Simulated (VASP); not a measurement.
Data:

```
BaS
1.0
    3.97348     0.00000     0.00000
   -1.98674     3.44113     0.00000
    0.00000     0.00000     7.29210
Ba S
2 2
Cartesian
  0.00000   0.00000   0.00000
  0.00000   0.00000   3.64605
  0.00000   2.29409   1.82302
  1.98674   1.14704   5.46907
```

Computed with PBEsol GGA, VASP's PBE PAW potentials (set 64) (plane waves; VASP). Numerical set-up: 500 eV cut-off, 7×7×3 Γ-centred mesh, Gaussian smearing of 0.050 eV, potentials Ba_sv S.

**Question.** Estimate the energy per atom (σ→0), pressure.

**Answer.** 
| Property | Result |
|---|---|
| energy per atom (σ→0) | -4.883 eV/atom |
| pressure | 19.99 GPa |

Total energies compare only between runs with the same potentials, cut-off and functional.

The structure was generated: BaS was put into the NiAs type type (P6_3/mmc), which need not be its known phase. It was relaxed first under an external pressure of 20 GPa.
